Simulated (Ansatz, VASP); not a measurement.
**Cross-check of Ta (Ta(100), 5 layers) between VASP and Ansatz**

Aim: how closely do two programs agree when they are given the same cell, functional and k mesh? The structure shown is the start of the Ansatz relaxation below; VASP solves that cell, so the two are compared at the walk's first step.

Main program and level: Ansatz 0.2.0; plane waves, with VASP 6.6.1 beside it; single point at PBE.

### 1. The structure

The cell holds 5 atoms: 5 Ta. Cell: a = 3.310 Å, b = 3.310 Å, c = 22.620 Å, α = 90.0°, β = 90.0°, γ = 90.0°. Vacuum lies along c.

### 2. Ansatz: relaxation, PBE

Ansatz runs on its default PAW (the set named soft_2) files.

The two programs are compared at the cell with which this relaxation starts, whose forces are those of its first step.

input.yaml

```yaml
crystal:
  lattice:
    - [3.31, 0.0, 0.0]
    - [0.0, 3.31, 0.0]
    - [0.0, 0.0, 22.62]
  atoms:
    - { symbol: Ta, position: [0.0, 0.0, 0.3536693192] }
    - { symbol: Ta, position: [0.5, 0.5, 0.4268346596] }
    - { symbol: Ta, position: [0.0, 0.0, 0.5] }
    - { symbol: Ta, position: [0.5, 0.5, 0.5731653404] }
    - { symbol: Ta, position: [0.0, 0.0, 0.6463306808] }
kpoints:
  mp_grid: { grid: [8, 8, 1] }
hamiltonian:
  xc: pbe
scf:
  occupations: { method: fermi_dirac, width: 0.1 }
  convergence: { dr2_threshold: 1.0e-08 }
efield:
  axis: 3
  dipole_correction: true
  ramp_position: 0.97
  ramp_width: 0.04
relax:
  f_tol: 0.01
  constraints: [{ sites: [2] }]
output:
  write_potential: true
  write_density: true
  volumetric_format: npy
```

Launch:

```console
> ansatz run input.yaml --threads 4 --pin off --max-ram 8192MiB --backend cpu --events-out ev --progress --plain --runs-dir out
```

Numbers of over 12 decimals in the logs are rounded to 6 here.

The program printed:

```text
Engine: ansatz 0.2.0, aarch64-unknown-linux-gnu
Pseudopotentials: kind: paw
Pseudopotential: Ta, paw, valence charge 13, recommended cutoff 420 eV (normal), Ta.paw.azcp
Functional definition: PBE
  parameter kappa = 0.804
  parameter beta = 0.066725
  exchange = pbe_x(kappa = kappa, mu = beta*pi^2/3)
  correlation = pbe_c(beta = beta)
Crystal: 5 atoms, lattice volume = 247.827 Å³
Basis set: ecut = 420 eV, 4915 PW (Γ), exchange–correlation on 48×48×320 points (8 copies of the dense FFT grid, shifted against one another)
Bands: 39, of which v1, the nominal top of the filled ones, is band 33 counted from 1 (32 counted from 0)
Symmetry: 8 space group operations
k-points: 15 of 64
Non-local potential: Ta, projectors of the file, l = 0: 3, l = 1: 2, l = 2: 2, l = 3: 1
PAW form: soft (Blöchl's): semilocal exchange-correlation on the pseudo side does not see the compensation charge
PAW one-centre angular grid: Ta, 590 points (default); XC on 64 Gauss nodes
Initial density: superposition of atomic densities (neutral atoms: chi_scale 0, normalization atom), corrected by the library's trained network
Initial wavefunctions: pseudopotential atomic-orbital guess
Functional: x = pbe(κ = 0.804, μ = 0.219515), c = pbe(β = 0.066725)
SCF iter   1: F=—  HF=-49657.655322 eV  |F-HF|=—  |Δ(HF+E_count)|=         —  Δρ=8.04e-3  dr2=2.08e0  ethr=1.77e-3  p=-0.001 e·Å  D=-8.64e-4 V/Å  ΔV_dip=0.02 eV  dr2_dipole=5.26e-4  V_vac-E_F(+/−)=4.08/4.06 eV  ⟨swp⟩=8.0  Hψ=2800  notcnv=0
efield: sawtooth ramp at fractional position 0.9700 (set: `efield.ramp_position`, or a place that a band, a saddle search or an elastic batch's reference lends), width 0.0400; the density the first Hamiltonian is built on has a dipole p = -0.001 e·Å; the dipole correction subtracts the counter field D = -8.64e-4 V/Å, which shifts the + side's vacuum level by +0.02 eV against the − side's; the planar-averaged density in the ramp window peaks in size at 6.2e-5 e/Å³
preconditioner: auto → LDOS  [metal: Δε(μ)=0.031 eV  Ē_g=3.324 eV  σ=0.100 eV  W_gap=0.08  n_scr=42 (ndim 8)  ℏωp=11.8 eV  f_vac=0.530  D(μ)=5.72/eV (n_scr^D=34)  β→1.0]
SCF iter   2: F=—  HF=-49657.580285 eV  |F-HF|=—  |Δ(HF+E_count)|=   7.50e-2  Δρ=3.43e-3  dr2=2.99e-1  ethr=1.77e-3  p=0.000 e·Å  D=5.66e-5 V/Å  ΔV_dip=-0.00 eV  dr2_dipole=3.10e-5  V_vac-E_F(+/−)=3.89/3.89 eV  ⟨swp⟩=3.1  Hψ=832  notcnv=0
SCF iter   3: F=—  HF=-49657.571331 eV  |F-HF|=—  |Δ(HF+E_count)|=   8.95e-3  Δρ=6.46e-4  dr2=4.64e-3  ethr=4.61e-4  p=-0.000 e·Å  D=-3.70e-5 V/Å  ΔV_dip=0.00 eV  dr2_dipole=1.49e-7  V_vac-E_F(+/−)=3.94/3.94 eV  ⟨swp⟩=1.7  Hψ=633  notcnv=0
SCF iter   4: F=—  HF=-49657.571849 eV  |F-HF|=—  |Δ(HF+E_count)|=   5.18e-4  Δρ=2.07e-4  dr2=2.22e-4  ethr=7.14e-6  p=-0.000 e·Å  D=-5.28e-6 V/Å  ΔV_dip=0.00 eV  dr2_dipole=2.39e-9  V_vac-E_F(+/−)=3.94/3.94 eV  ⟨swp⟩=2.0  Hψ=775  notcnv=0
SCF iter   5: F=—  HF=-49657.571903 eV  |F-HF|=—  |Δ(HF+E_count)|=   5.48e-5  Δρ=6.87e-5  dr2=2.89e-5  ethr=3.42e-7  p=-0.000 e·Å  D=-4.19e-6 V/Å  ΔV_dip=0.00 eV  dr2_dipole=7.36e-9  V_vac-E_F(+/−)=3.95/3.95 eV  ⟨swp⟩=2.5  Hψ=887  notcnv=0
SCF iter   6: F=—  HF=-49657.571909 eV  |F-HF|=—  |Δ(HF+E_count)|=   5.39e-6  Δρ=1.92e-5  dr2=7.68e-6  ethr=4.44e-8  p=0.000 e·Å  D=2.07e-6 V/Å  ΔV_dip=-0.00 eV  dr2_dipole=8.43e-11  V_vac-E_F(+/−)=3.96/3.96 eV  ⟨swp⟩=2.3  Hψ=925  notcnv=0
SCF iter   7: F=—  HF=-49657.571974 eV  |F-HF|=—  |Δ(HF+E_count)|=   6.53e-5  Δρ=7.89e-6  dr2=3.99e-7  ethr=1.18e-8  p=0.000 e·Å  D=2.11e-6 V/Å  ΔV_dip=-0.00 eV  dr2_dipole=9.76e-10  V_vac-E_F(+/−)=3.96/3.96 eV  ⟨swp⟩=2.0  Hψ=752  notcnv=0
SCF iter   8: F=—  HF=-49657.571974 eV  |F-HF|=—  |Δ(HF+E_count)|=   4.91e-8  Δρ=1.85e-6  dr2=1.97e-8  ethr=6.14e-10  p=0.000 e·Å  D=3.09e-6 V/Å  ΔV_dip=-0.00 eV  dr2_dipole=2.62e-13  V_vac-E_F(+/−)=3.96/3.96 eV  ⟨swp⟩=2.5  Hψ=1090  notcnv=0
SCF iter   9: F=-49657.571974 eV  HF=-49657.571974 eV  |F-HF|=2.80e-9  |Δ(HF+E_count)|=   2.05e-8  Δρ=5.46e-7  dr2=3.99e-9  ethr=1.54e-11  p=0.000 e·Å  D=3.24e-6 V/Å  ΔV_dip=-0.00 eV  dr2_dipole=3.34e-12  V_vac-E_F(+/−)=3.96/3.96 eV  ⟨swp⟩=10.9  Hψ=4324  notcnv=0
SCF 1 converged in 9 iterations: F = -49657.571974 eV  dr2 = 3.99e-9
  greatest PAW one-centre occupation: 0.999 electrons in one spin orbital (limit 2), on the Ta atom at site 3 (counted from 0), in its partial waves of l = 0
relax step   1: F+E_penalty+E_count = -49657.57197404 eV  Δ(F+E_penalty+E_count) = +0.000e0 eV  max|allowed force component| = 1.409e0 eV/Å  Δτ_max = 0.0000 Å  (9 SCF iters, accepted)
[...]
relax step   4: F+E_penalty+E_count = -49657.88814255 eV  Δ(F+E_penalty+E_count) = -7.789e-3 eV  max|allowed force component| = 8.459e-2 eV/Å  Δτ_max = 0.0391 Å  (8 SCF iters, accepted)
[...]
relax step   5: F+E_penalty+E_count = -49657.88970449 eV  Δ(F+E_penalty+E_count) = -1.562e-3 eV  max|allowed force component| = 6.726e-3 eV/Å  Δτ_max = 0.0155 Å  (7 SCF iters, accepted)
NSCF: frozen V_eff on 15 k-points
the band table was solved once a step of the walk had ended and its energy, with any forces and stress, was formed, with the checks that follow a solve (2713 applications of the Hamiltonian). They found nothing against the state; the energy, forces and stress were not computed again (output.eigenvalues in the input reference)
WARN: The output density's exchange-correlation potential varies sharply where the density is thin. Do not read a vacuum level from v_tot or v_xc, or from such a field of the output density. On a cell that repeats whose density bears no net charge and no dipole along the vacuum's axis use v_es (v_loc + v_h of the components); under efield.dipole_correction with no amplitude use v_es + v_field, which holds any externa [...]
SCF converged after 7 iterations
Free energy (F): -49657.889704 eV
Harris-Foulkes:  -49657.889704 eV  (|F-HF|=3.70e-9)
Internal energy: -49657.735747 eV  (E = F + TS)
E sigma→0 (E₀):  -49657.812726 eV
Entropy (-TS):   -0.153957 eV (-30.791 meV/atom)
Fermi energy:    4.610752 eV
Dipole field:    D = -0.000000 V/Å  (p = -0.000001 e·Å, saw-weighted, corrected)
Work function:   Φ+ = 3.7692 eV   Φ− = 3.7692 eV
Levels:          The Fermi level and band energies are counted from a zero that moves with the ramp; work functions are not
--- Per-component energies (eV) ---
  E_band       = -1447.772786
  E_kinetic    = 1824.118263
  E_local      = -58223.977006  (includes V_loc(G=0)·N_el)
  E_nonlocal   = 75.682958
  E_hartree    = 28227.459377
  E_xc         = -1088.034633
  E_vxc        = -1014.505631  (∫ρ·V_xc dr)
  E_paw        = -41982.841214  (= ΣΔE_a)
  E_vpaw       = -564.027404  (= ΣTr[D̂ρ^β])
  E_aug_tail   = 0.000760  (compensation charges beyond the density's cutoff)
  E_efield     = 0.000000  (sawtooth field / dipole correction)
  E_vefield    = 0.000006  (∫n·V_field dr)
  E_ewald      = 21509.855747
  E_smearing   = -0.153957  (= −TS)
  E_closure    = 0.000000  (closes the sum)
  Σ components = -49657.889704   (vs F -49657.889704, Δ=0.00e0)
--- Forces (eV/Å), atoms counted from 1 ---
  atom   1  Ta    -0.00000000     0.00000000     0.00672142
  atom   2  Ta     0.00000000     0.00000000    -0.00238123
  atom   3  Ta    -0.00000000     0.00000000     0.00001114
  atom   4  Ta    -0.00000000     0.00000000     0.00237504
  atom   5  Ta     0.00000000     0.00000000    -0.00672589
  max |Σ_I F_I| component: 4.85e-7 eV/Å
--- Band table (eV; the first three rows and the last of 15) ---
  k-point 0: bands = [... 29 lower, 4.6884, 5.0805, 5.1619, 5.1619, 5.3457, 5.3457, 5.5806, 5.7254, ... 2 higher]
  k-point 1: bands = [... 29 lower, 4.4182, 4.6114, 4.6677, 5.0048, 5.0851, 5.4217, 5.5897, 5.8018, ... 2 higher]
  k-point 2: bands = [... 29 lower, 3.8845, 4.0262, 4.3940, 4.4385, 4.9697, 5.2199, 6.0270, 6.2820, ... 2 higher]
  k-point 14: bands = [... 29 lower, 3.5332, 3.5332, 4.4465, 4.4465, 6.5879, 6.5879, 7.0276, 7.0276, ... 2 higher]
--- Relaxed structure (5 steps of the walk, 5 accepted, 0 SCFs on fresh bases) ---
  F+E_penalty+E_count = -49657.88970449 eV   max|allowed force component| = 6.726e-3 eV/Å
  atoms:
    - { symbol: Ta, position: [0, 0.0, 0.361373] }
    - { symbol: Ta, position: [0.5, 0.5, 0.425150] }
    - { symbol: Ta, position: [0.0, 0.0, 0.5] }
    - { symbol: Ta, position: [0.5, 0.5, 0.574851] }
    - { symbol: Ta, position: [0, 0.0, 0.638627] }
```

In the SCF lines HF is the Harris–Foulkes energy and dr2 the Hartree energy of the density residual, in eV; the loop may stop once dr2 is under the threshold and the program's other checks hold. Hψ counts applications of the Hamiltonian.

### 3. VASP: single point, PBE, start cell, pair 1

The same cell, functional, mesh and smearing now go to VASP, with its own data sets.

Lines of VASP's logs that name or quote its potential files are left out, and so is its time.

INCAR

```
SYSTEM = Ta
PREC = Accurate
ENCUT = 400
EDIFF = 1E-06
NELM = 120
ISMEAR = -1
SIGMA = 0.1
LREAL = .FALSE.
ALGO = Normal
GGA = PE
NBANDS = 34
LASPH = .TRUE.
LORBIT = 11
LWAVE = .FALSE.
LCHARG = .FALSE.
ISIF = 2
LDIPOL = .TRUE.
IDIPOL = 3
DIPOL = 0.5 0.5 0.5
LVHAR = .TRUE.
GGA_COMPAT = .FALSE.
NELMDL = -8
KPAR = 2
```

POSCAR

```
Ta
1.0
    3.3100000000      0.0000000000      0.0000000000
    0.0000000000      3.3100000000      0.0000000000
    0.0000000000      0.0000000000     22.6200000000
Ta
5
Direct
    0.0000000000      0.0000000000      0.3536693192
    0.5000000000      0.5000000000      0.4268346596
    0.0000000000      0.0000000000      0.5000000000
    0.5000000000      0.5000000000      0.5731653404
    0.0000000000      0.0000000000      0.6463306808
```

KPOINTS

```
Automatic mesh
0
Gamma
8 8 1
0 0 0
```

The projector-augmented-wave data sets are Ta_pv (PBE family, release 64).

Launch:

```console
> mpirun -np 2 vasp_std
```

The program printed:

```text
[banner, memory and clock lines left out]
running    2 mpi-ranks, on    1 nodes
 distrk:  each k-point on    1 cores,    2 groups
 distr:  one band on    1 cores,    1 groups

 POSCAR found type information on POSCAR Ta
 POSCAR found :  1 types and       5 ions
 LDA part: xc-table for (Slater+PW92), standard interpolation
 POSCAR, INCAR and KPOINTS ok, starting setup
 FFT: planning ... GRIDC
 FFT: planning ... GRID_SOFT
 FFT: planning ... GRID
 WAVECAR not read
 entering main loop
       N       E                     dE             d eps       ncg     rms          rms(c)
DAV:   1     0.387573006938E+03    0.38757E+03   -0.28217E+04  1356   0.116E+03
DAV:   2    -0.429719855692E+02   -0.43054E+03   -0.42377E+03  1222   0.343E+02
DAV:   3    -0.615064814981E+02   -0.18534E+02   -0.18065E+02  1364   0.609E+01
DAV:   4    -0.623289840106E+02   -0.82250E+00   -0.80859E+00  1520   0.102E+01
DAV:   5    -0.623479885534E+02   -0.19005E-01   -0.18945E-01  1480   0.145E+00
DAV:   6    -0.623487479683E+02   -0.75941E-03   -0.75860E-03  1544   0.246E-01
DAV:   7    -0.623487769641E+02   -0.28996E-04   -0.28978E-04  1496   0.425E-02
DAV:   8    -0.623487786680E+02   -0.17039E-05   -0.17030E-05  1328   0.835E-03    0.278E+01
DAV:   9    -0.655003587911E+02   -0.31516E+01   -0.11394E+02  1374   0.440E+01    0.179E+01
DAV:  10    -0.629104445911E+02    0.25899E+01   -0.25171E+02  1340   0.371E+01    0.150E+01
DAV:  11    -0.567379320562E+02    0.61725E+01   -0.23671E+01  1356   0.189E+01    0.610E+00
DAV:  12    -0.556123132599E+02    0.11256E+01   -0.47359E+00  1406   0.101E+01    0.281E+00
DAV:  13    -0.554729255169E+02    0.13939E+00   -0.50983E-01  1530   0.364E+00    0.186E+00
DAV:  14    -0.554530116061E+02    0.19914E-01   -0.50012E-02  1432   0.133E+00    0.122E+00
DAV:  15    -0.553993484183E+02    0.53663E-01   -0.22395E-01  1364   0.208E+00    0.196E-01
DAV:  16    -0.554003405863E+02   -0.99217E-03   -0.12701E-02  1250   0.508E-01    0.117E-01
DAV:  17    -0.554005593965E+02   -0.21881E-03   -0.10886E-03  1534   0.144E-01    0.532E-02
DAV:  18    -0.554007703755E+02   -0.21098E-03   -0.31589E-04  1378   0.766E-02    0.419E-02
DAV:  19    -0.554007651162E+02    0.52593E-05   -0.26514E-04  1330   0.798E-02    0.129E-02
DAV:  20    -0.554008125286E+02   -0.47412E-04   -0.52328E-05  1208   0.276E-02    0.821E-03
DAV:  21    -0.554008311778E+02   -0.18649E-04   -0.93225E-06  1188   0.103E-02    0.839E-03
DAV:  22    -0.554008365413E+02   -0.53636E-05   -0.17078E-05  1092   0.181E-02    0.323E-03
DAV:  23    -0.554008372315E+02   -0.69014E-06   -0.30281E-06   880   0.820E-03
   1 F= -.55400837E+02 E0= -.55299645E+02  d E =-.202385E+00
```

From OUTCAR (step 3):

```text
ion  position               nearest neighbor table
   1  0.000  0.000  0.354-   2 2.87   2 2.87   2 2.87   2 2.87   3 3.31
   2  0.500  0.500  0.427-   1 2.87   1 2.87   1 2.87   1 2.87   3 2.87   3 2.87   3 2.87   3 2.87
                             4 3.31
   3  0.000  0.000  0.500-   2 2.87   4 2.87   2 2.87   4 2.87   2 2.87   4 2.87   2 2.87   4 2.87
                             1 3.31   5 3.31
   4  0.500  0.500  0.573-   5 2.87   5 2.87   5 2.87   5 2.87   3 2.87   3 2.87   3 2.87   3 2.87
                             2 3.31
   5  0.000  0.000  0.646-   4 2.87   4 2.87   4 2.87   4 2.87   3 3.31

  LATTYP: Found a simple tetragonal cell.
 ALAT       =     3.3100000000
 C/A-ratio  =     6.8338368580

 Subroutine GETGRP returns: Found 16 space group operations
 (whereof 16 operations were pure point group operations)

The static configuration has the point symmetry D_4h.

 Found     15 irreducible k-points:

   k-points           NKPTS =     15   k-points in BZ     NKDIM =     15   number of bands    NBANDS=     34

   dimension x,y,z NGX =    24 NGY =   24 NGZ =  150
   dimension x,y,z NGXF=    48 NGYF=   48 NGZF=  300

   ENCUT  =  400.0 eV  29.40 Ry    5.42 a.u.   5.40  5.40 36.89*2*pi/ulx,y,z

   NELECT =      55.0000    total number of electrons

 k-points in reciprocal lattice and weights: Automatic mesh
   0.00000000  0.00000000  0.00000000       0.016
   0.12500000  0.00000000  0.00000000       0.062
   0.25000000  0.00000000  0.00000000       0.062
   0.37500000  0.00000000  0.00000000       0.062
   0.50000000  0.00000000  0.00000000       0.031
   0.12500000  0.12500000  0.00000000       0.062
   0.25000000  0.12500000  0.00000000       0.125
   0.37500000  0.12500000  0.00000000       0.125
   0.50000000  0.12500000  0.00000000       0.062
[...]
0.50000000  0.37500000  0.00000000       0.062
   0.50000000  0.50000000  0.00000000       0.016

 dipolmoment           0.000000      0.000000      0.000000 electrons x Angstroem

 average (electrostatic) potential at core
       1 -43.4373       2 -42.4267       3 -42.3496       4 -42.4267       5 -43.4373

 E-fermi :  -0.2185

 k-point     1 :       0.0000    0.0000    0.0000
  band No.  band energies     occupation
    ...
     21      -3.3392      2.00000
     22      -3.0194      2.00000
     23      -1.4870      1.99999
     24      -0.4055      1.73298
     25      -0.2374      1.09432
     26       0.2411      0.01998
     27       0.2411      0.01998
     28       0.2711      0.01484
     29       0.2711      0.01484
     30       0.5194      0.00125
    ...

 k-point     2 :       0.1250    0.0000    0.0000
  band No.  band energies     occupation
    ...
     22      -2.7799      2.00000
     23      -1.5031      1.99999
     24      -0.5904      1.95263
     25      -0.3025      1.39679
     26      -0.2381      1.09765
     27      -0.0941      0.44751
     28      -0.0625      0.34743
     29       0.4330      0.00296
     30       0.4621      0.00221
     31       0.6147      0.00048
    ...

 k-point     3 :       0.2500    0.0000    0.0000
  band No.  band energies     occupation
    ...
     23      -1.1697      1.99985
     24      -0.8731      1.99713
     25      -0.8665      1.99694
     26      -0.8656      1.99691
     27      -0.4835      1.86808
     28      -0.0245      0.25139
     29       0.0266      0.15869
     30       0.1781      0.03720
     31       0.9144      0.00002
     32       1.1065      0.00000
    ...

  Total       -5.8034206     -5.8034206     -3.9325673      0.0000000      0.0000000      0.0000000
  in kB      -37.5185496    -37.5185496    -25.4236647      0.0000000      0.0000000      0.0000000
  external PRESSURE =     -33.4869213 kB  Pullay stress =       0.0000000 kB

  energy-cutoff  :      400.00
  volume of cell :      247.83
      direct lattice vectors                 reciprocal lattice vectors
     3.310000000  0.000000000  0.000000000     0.302114804  0.000000000  0.000000000
     0.000000000  3.310000000  0.000000000     0.000000000  0.302114804  0.000000000
     0.000000000  0.000000000 22.620000000     0.000000000  0.000000000  0.044208665

 POSITION                                       TOTAL-FORCE (eV/Angst)
 -----------------------------------------------------------------------------------
      0.00000      0.00000      8.00000         0.000000      0.000000      1.296872
      1.65500      1.65500      9.65500         0.000000      0.000000     -1.418463
      0.00000      0.00000     11.31000         0.000000      0.000000      0.000000
      1.65500      1.65500     12.96500         0.000000      0.000000      1.418463
      0.00000      0.00000     14.62000        -0.000000      0.000000     -1.296872
 -----------------------------------------------------------------------------------
    total drift:                                0.000000      0.000000      0.000000

  FREE ENERGIE OF THE ION-ELECTRON SYSTEM (eV)
  ---------------------------------------------------
  free  energy   TOTEN  =       -55.4008372315 eV

  energy  without entropy=      -55.1984523638  energy(sigma->0) =      -55.29964480

 vacuum level on the upper side and lower side of the slab         3.738         3.738

 total charge
# of ion       s       p       d       tot
------------------------------------------
    1        0.372   6.066   2.255   8.693
    2        0.372   6.174   2.354   8.899
    3        0.366   6.178   2.365   8.909
    4        0.372   6.174   2.354   8.899
    5        0.372   6.066   2.255   8.693
--------------------------------------------------
tot          1.852  30.658  11.583  44.093

[... 3 further parts left out ...]
```

### 4. Differences

Known differences besides the potentials themselves: the data sets hold 65 valence electrons in Ansatz (on its default PAW (the set named soft_2) files) and 55 in VASP; the cutoff is 420 eV in Ansatz and 400 eV in VASP. Total energies have different zeros and are not compared.

Forces (eV/Å; atoms numbered as in POSCAR):

```tsv
atom	Ansatz x, y, z	VASP x, y, z
Ta1	0.000, 0.000, 1.296	0.000, 0.000, 1.297
Ta2	0.000, 0.000, -1.409	0.000, 0.000, -1.418
Ta3	0.000, 0.000, 0.000	0.000, 0.000, 0.000
Ta4	0.000, 0.000, 1.409	0.000, 0.000, 1.418
Ta5	0.000, 0.000, -1.296	0.000, 0.000, -1.297
```

The forces differ by 3.6 meV/Å r.m.s., which is 0.5 % of the r.m.s. force of 0.702 eV/Å (both taken over all components). With vacuum in the cell, a pressure given here is an average over mostly empty space and none of the material.

(Continued in part 2 of 2.)

[Lines on the potential files, build, host, timing and source positions are cut from VASP's logs without a mark.]

[Logs are printed without paths, hosts, clocks, repeated set-up lines and the standing remarks that a program may print on its own settings, such as how far it seeks lower states.]

[Hosts, paths, dates, database ids (printed as entryN), source tags and the programs' standing remarks are cut or masked in the printed files.]
